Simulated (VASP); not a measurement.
OSZICAR of a VASP run on Na:

File OSZICAR:
```
       N       E                     dE             d eps       ncg     rms          rms(c)
DAV:   1     0.231560979116E+03    0.23156E+03   -0.19498E+04  1150   0.108E+03
DAV:   2     0.311075829485E+01   -0.22845E+03   -0.22700E+03   766   0.361E+02
DAV:   3    -0.787961052791E+01   -0.10990E+02   -0.10924E+02   921   0.963E+01
DAV:   4    -0.807822966743E+01   -0.19862E+00   -0.19854E+00   830   0.129E+01
DAV:   5    -0.808593901752E+01   -0.77094E-02   -0.77090E-02   948   0.235E+00    0.108E+00
DAV:   6    -0.774575979000E+01    0.34018E+00   -0.10432E+00   755   0.328E+00    0.530E-01
DAV:   7    -0.769519294522E+01    0.50567E-01   -0.18267E-01   960   0.183E+00    0.314E-01
DAV:   8    -0.767851204506E+01    0.16681E-01   -0.54457E-02   764   0.745E-01    0.970E-02
DAV:   9    -0.767869365849E+01   -0.18161E-03   -0.42171E-03   828   0.293E-01    0.679E-02
DAV:  10    -0.768039684078E+01   -0.17032E-02   -0.27807E-03   878   0.204E-01    0.297E-02
DAV:  11    -0.768058137022E+01   -0.18453E-03   -0.10628E-03   782   0.990E-02    0.245E-02
DAV:  12    -0.768119717397E+01   -0.61580E-03   -0.23492E-04   638   0.658E-02    0.112E-02
DAV:  13    -0.768125905945E+01   -0.61885E-04   -0.93663E-05   546   0.461E-02    0.708E-03
DAV:  14    -0.768141661868E+01   -0.15756E-03   -0.67560E-05   521   0.264E-02    0.433E-03
DAV:  15    -0.768143367740E+01   -0.17059E-04   -0.17161E-05   553   0.145E-02    0.202E-03
DAV:  16    -0.768148741859E+01   -0.53741E-04   -0.16540E-05   533   0.952E-03    0.120E-03
DAV:  17    -0.768152061453E+01   -0.33196E-04   -0.37699E-06   513   0.758E-03    0.873E-04
DAV:  18    -0.768154408876E+01   -0.23474E-04   -0.15467E-06   471   0.412E-03    0.482E-04
DAV:  19    -0.768155382566E+01   -0.97369E-05   -0.62287E-07   460   0.336E-03
   1 F= -.76815538E+01 E0= -.76811499E+01  d E =-.768155E+01
       N       E                     dE             d eps       ncg     rms          rms(c)
DAV:   1    -0.768236893338E+01   -0.82484E-03   -0.22358E-01   764   0.311E+00    0.166E-02
DAV:   2    -0.768270161193E+01   -0.33268E-03   -0.33779E-03   756   0.456E-01    0.424E-03
DAV:   3    -0.768271443002E+01   -0.12818E-04   -0.10823E-04   733   0.796E-02    0.537E-03
DAV:   4    -0.768271436942E+01    0.60598E-07   -0.43712E-06   384   0.188E-02
   2 F= -.76827144E+01 E0= -.76823230E+01  d E =-.116054E-02
       N       E                     dE             d eps       ncg     rms          rms(c)
DAV:   1    -0.768261725293E+01    0.97177E-04   -0.20148E+00   761   0.936E+00    0.523E-02
DAV:   2    -0.768567201615E+01   -0.30548E-02   -0.31025E-02   755   0.137E+00    0.125E-02
DAV:   3    -0.768578574519E+01   -0.11373E-03   -0.10221E-03   833   0.248E-01    0.164E-02
DAV:   4    -0.768578666225E+01   -0.91705E-06   -0.46392E-05   654   0.530E-02
   3 F= -.76857867E+01 E0= -.76854429E+01  d E =-.423284E-02
       N       E                     dE             d eps       ncg     rms          rms(c)
DAV:   1    -0.767668784412E+01    0.90979E-02   -0.80770E+00   762   0.188E+01    0.113E-01
DAV:   2    -0.768968292204E+01   -0.12995E-01   -0.13232E-01   750   0.281E+00    0.271E-02
DAV:   3    -0.769017882635E+01   -0.49590E-03   -0.45298E-03   876   0.532E-01    0.360E-02
DAV:   4    -0.769018085977E+01   -0.20334E-05   -0.20828E-04   728   0.111E-01    0.294E-02
DAV:   5    -0.769017967853E+01    0.11812E-05   -0.58324E-05   649   0.900E-02
   4 F= -.76901797E+01 E0= -.76899660E+01  d E =-.862585E-02
       N       E                     dE             d eps       ncg     rms          rms(c)
DAV:   1    -0.763170573853E+01    0.58475E-01   -0.32625E+01   765   0.389E+01    0.247E-01
DAV:   2    -0.769324755774E+01   -0.61542E-01   -0.62673E-01   750   0.597E+00    0.628E-02
DAV:   3    -0.769557107568E+01   -0.23235E-02   -0.22026E-02   844   0.119E+00    0.844E-02
DAV:   4    -0.769556866262E+01    0.24131E-05   -0.10208E-03   803   0.244E-01    0.711E-02
DAV:   5    -0.769553131311E+01    0.37350E-04   -0.30476E-04   819   0.216E-01    0.142E-02
DAV:   6    -0.769554128077E+01   -0.99677E-05   -0.30106E-05   585   0.427E-02
   5 F= -.76955413E+01 E0= -.76956481E+01  d E =-.139875E-01
       N       E                     dE             d eps       ncg     rms          rms(c)
DAV:   1    -0.734047061710E+01    0.35506E+00   -0.13680E+02   765   0.870E+01    0.540E-01
DAV:   2    -0.767870527147E+01   -0.33823E+00   -0.34278E+00   814   0.139E+01    0.157E-01
DAV:   3    -0.768711592353E+01   -0.84107E-02   -0.80745E-02   923   0.226E+00    0.185E-01
DAV:   4    -0.768688171508E+01    0.23421E-03   -0.13814E-03   819   0.328E-01    0.149E-01
DAV:   5    -0.768683815668E+01    0.43558E-04   -0.65444E-04   784   0.336E-01    0.538E-02
DAV:   6    -0.768692465674E+01   -0.86500E-04   -0.28356E-04   998   0.184E-01    0.230E-02
DAV:   7    -0.768693379216E+01   -0.91354E-05   -0.24688E-05   518   0.636E-02
   6 F= -.76869338E+01 E0= -.76875134E+01  d E =-.537997E-02
       N       E                     dE             d eps       ncg     rms          rms(c)
DAV:   1    -0.754106522740E+01    0.14586E+00   -0.81080E+01   808   0.643E+01    0.329E-01
DAV:   2    -0.769077454401E+01   -0.14971E+00   -0.15072E+00   766   0.100E+01    0.974E-02
DAV:   3    -0.769611925578E+01   -0.53447E-02   -0.50049E-02   883   0.183E+00    0.118E-01
DAV:   4    -0.769605705462E+01    0.62201E-04   -0.91258E-04   863   0.265E-01    0.958E-02
DAV:   5    -0.769600835213E+01    0.48702E-04   -0.38618E-04   881   0.250E-01    0.236E-02
DAV:   6    -0.769601692201E+01   -0.85699E-05   -0.54421E-05   784   0.641E-02
   7 F= -.76960169E+01 E0= -.76962573E+01  d E =-.144631E-01
       N       E                     dE             d eps       ncg     rms          rms(c)
DAV:   1    -0.768924490198E+01    0.67635E-02   -0.62754E+00   765   0.176E+01    0.857E-02
DAV:   2    -0.769889616394E+01   -0.96513E-02   -0.97451E-02   750   0.260E+00    0.269E-02
DAV:   3    -0.769923021092E+01   -0.33405E-03   -0.32386E-03   809   0.485E-01    0.341E-02
DAV:   4    -0.769922817956E+01    0.20314E-05   -0.14458E-04   736   0.103E-01    0.288E-02
DAV:   5    -0.769922337628E+01    0.48033E-05   -0.53862E-05   685   0.938E-02
   8 F= -.76992234E+01 E0= -.76994362E+01  d E =-.320645E-02
       N       E                     dE             d eps       ncg     rms          rms(c)
DAV:   1    -0.759152293353E+01    0.10771E+00   -0.57330E+01   765   0.556E+01    0.323E-01
DAV:   2    -0.770255691697E+01   -0.11103E+00   -0.11283E+00   750   0.858E+00    0.915E-02
DAV:   3    -0.770654292058E+01   -0.39860E-02   -0.39292E-02   813   0.175E+00    0.117E-01
DAV:   4    -0.770650581323E+01    0.37107E-04   -0.17432E-03   827   0.358E-01    0.974E-02
DAV:   5    -0.770636023219E+01    0.14558E-03   -0.45461E-04   855   0.278E-01    0.309E-02
DAV:   6    -0.770636872123E+01   -0.84890E-05   -0.53184E-05   703   0.622E-02
   9 F= -.77063687E+01 E0= -.77064417E+01  d E =-.103518E-01
       N       E                     dE             d eps       ncg     rms          rms(c)
DAV:   1    -0.706262639420E+01    0.64373E+00   -0.24310E+02   765   0.130E+02    0.719E-01
DAV:   2    -0.769374900255E+01   -0.63112E+00   -0.63787E+00   774   0.211E+01    0.197E-01
DAV:   3    -0.771300662446E+01   -0.19258E-01   -0.18729E-01   934   0.390E+00    0.261E-01
DAV:   4    -0.771259676476E+01    0.40986E-03   -0.31394E-03   804   0.488E-01    0.214E-01
DAV:   5    -0.771221735407E+01    0.37941E-03   -0.12938E-03   836   0.476E-01    0.933E-02
DAV:   6    -0.771234045350E+01   -0.12310E-03   -0.65137E-04  1012   0.299E-01    0.348E-02
DAV:   7    -0.771236968606E+01   -0.29233E-04   -0.53805E-05   613   0.493E-02    0.362E-02
DAV:   8    -0.771238142079E+01   -0.11735E-04   -0.47533E-05   739   0.975E-02    0.111E-02
DAV:   9    -0.771240762359E+01   -0.26203E-04   -0.17762E-05   516   0.455E-02    0.545E-03
DAV:  10    -0.771243030319E+01   -0.22680E-04   -0.10291E-05   504   0.181E-02    0.106E-02
DAV:  11    -0.771243533477E+01   -0.50316E-05   -0.28949E-06   473   0.207E-02
  10 F= -.77124353E+01 E0= -.77121980E+01  d E =-.164184E-01
       N       E                     dE             d eps       ncg     rms          rms(c)
DAV:   1    -0.769434953727E+01    0.18081E-01   -0.12324E+01   765   0.227E+01    0.141E-01
DAV:   2    -0.771464645507E+01   -0.20297E-01   -0.20618E-01   750   0.344E+00    0.364E-02
DAV:   3    -0.771536825760E+01   -0.72180E-03   -0.70385E-03   772   0.671E-01    0.473E-02
DAV:   4    -0.771536623484E+01    0.20228E-05   -0.32512E-04   808   0.146E-01    0.391E-02
DAV:   5    -0.771534969366E+01    0.16541E-04   -0.93079E-05   772   0.137E-01    0.767E-03
DAV:   6    -0.771535229169E+01   -0.25980E-05   -0.99056E-06   478   0.350E-02
  11 F= -.77153523E+01 E0= -.77150544E+01  d E =-.291696E-02
```

### Question
Which electronic solver shows in the log?

### Answer
It is blocked Davidson (ALGO = Normal, or the opening steps of other solvers). The INCAR had ALGO = Normal.

### Question
Can the final energy be trusted as converged?

### Answer
The calculation finished and met its thresholds. It stopped with EDIFF = 1E-5, NELM = 100, NSW = 50 and EDIFFG = -0.03 after 11 ionic steps (PBEsol GGA, plane waves, VASP's PBE PAW potentials (set 64)).

The cell is a thin slab with vacuum, built from Na (bcc): (211) face.
